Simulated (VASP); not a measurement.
```
CELL_PARAMETERS angstrom
      0.00000     3.24000     3.24000
      3.24000     0.00000     3.24000
      3.24000     3.24000     0.00000
ATOMIC_POSITIONS crystal
  In 0.00000 0.00000 0.00000
  Sb 0.25000 0.25000 0.25000
```

The base run (VASP): PBE GGA, plane waves, VASP's PBE PAW potentials (set 64). Run with 400 eV cut-off, 6×6×6 Γ-centred mesh, Gaussian smearing of 0.050 eV, potentials In_d Sb.

One setting is varied; ΔE counts from the most expensive setting. The base run took about 20 core-seconds. Costs are core time on shared hosts, one run each; read them as rough ratios.

Pressures at a finite cut-off, here 400 eV, hold a Pulay part, which wasn't tested here.

```json
[
 {"setting": "KGAMMA = .FALSE., KSPACING = 0.35, KPOINTS file removed", "cost over the base run": "within a factor of 2", "electronic steps": "12", "ΔE (meV/atom)": "27.7", "pressure (GPa)": "3.25"},
 {"setting": "base run", "cost over the base run": "reference", "electronic steps": "12", "ΔE (meV/atom)": "11.3", "pressure (GPa)": "3.14"},
 {"setting": "KGAMMA = .TRUE., KSPACING = 0.3, KPOINTS file removed", "cost over the base run": "within a factor of 2", "electronic steps": "12", "ΔE (meV/atom)": "11.3", "pressure (GPa)": "3.14"},
 {"setting": "KGAMMA = .TRUE., KSPACING = 0.25, KPOINTS file removed", "cost over the base run": "within a factor of 2", "electronic steps": "12", "ΔE (meV/atom)": "4.9", "pressure (GPa)": "3.09"},
 {"setting": "KGAMMA = .TRUE., KSPACING = 0.2, KPOINTS file removed", "cost over the base run": "within a factor of 2", "electronic steps": "12", "ΔE (meV/atom)": "0.9", "pressure (GPa)": "3.06"},
 {"setting": "KGAMMA = .TRUE., KSPACING = 0.16, KPOINTS file removed", "cost over the base run": "about 3 times", "electronic steps": "12", "ΔE (meV/atom)": "0.0", "pressure (GPa)": "3.05"}
]
```

Left out are runs that failed, have no time on record or changed the cell.

The compound is InSb in the zinc blende structure. The cell was not relaxed at this level.
